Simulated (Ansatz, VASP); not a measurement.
**Two plane-wave programs on NbTe**

The input INCAR:

```
PREC = Accurate
ENCUT = 520
EDIFF = 1E-6
ISMEAR = -1
SIGMA = 0.1
LREAL = False
LASPH = True
NELM = 80
ALGO = Normal
ISIF = 2
LWAVE = False
LCHARG = True
LELF = True
LVHAR = True
NBANDS = 16
```

Contents of KPOINTS:

```
Automatic mesh
0
Gamma
  12 12 12
```

Contents of POSCAR:

```
NbTe
1.0
    0.0000000000      2.3249643116      2.3249643116
    2.3249643116      0.0000000000      2.3249643116
    2.3249643116      2.3249643116      0.0000000000
Nb Te
1 1
Direct
    0.0000000000      0.0000000000      0.0000000000
    0.2500000000      0.2500000000      0.2500000000
```

Input for Ansatz:

```yaml
crystal:
  lattice:
    - [0.0, 2.3249643116, 2.3249643116]
    - [2.3249643116, 0.0, 2.3249643116]
    - [2.3249643116, 2.3249643116, 0.0]
  atoms:
    - { symbol: Nb, position: [0.0, 0.0, 0.0] }
    - { symbol: Te, position: [0.25, 0.25, 0.25] }
kpoints:
  mp_grid: { grid: [12, 12, 12] }
scf:
  occupations: { method: fermi_dirac, width: 0.1 }
hamiltonian:
  xc: lda
  pseudopotentials: { kind: paw, level: accurate }
output:
  forces: true
  stress: true
  eigenvalues: true
```

Alike in both runs: task single point; functional LDA; k mesh 12 × 12 × 12; occupations fermi-dirac, width 0.1 eV; no spin polarisation.

|  | VASP | Ansatz |
| --- | --- | --- |
| version | VASP 6.6.1 | Ansatz 0.2.0 |
| potentials or method | VASP PAW LDA potentials, release 64 (Nb_sv, Te) | PAW with other files of Ansatz's library (level accurate), scalar-relativistic |
| plane-wave cutoff (eV) | 520 | 770 |
| valence electrons in the cell | 19 | 29 |

|  | VASP | Ansatz | Ansatz less VASP |
| --- | --- | --- | --- |
| pressure (GPa) | 382.0 | 381.5 | -0.51 |

The two sets of potentials don't hold the same shells in valence.

Caveats: the cell as given lies far from equilibrium; so large a pressure means that the cell lies far from this level's equilibrium, or that cutoff or potentials fall short (VASP). Spin-orbit coupling is left out, which matters for the levels of Te.
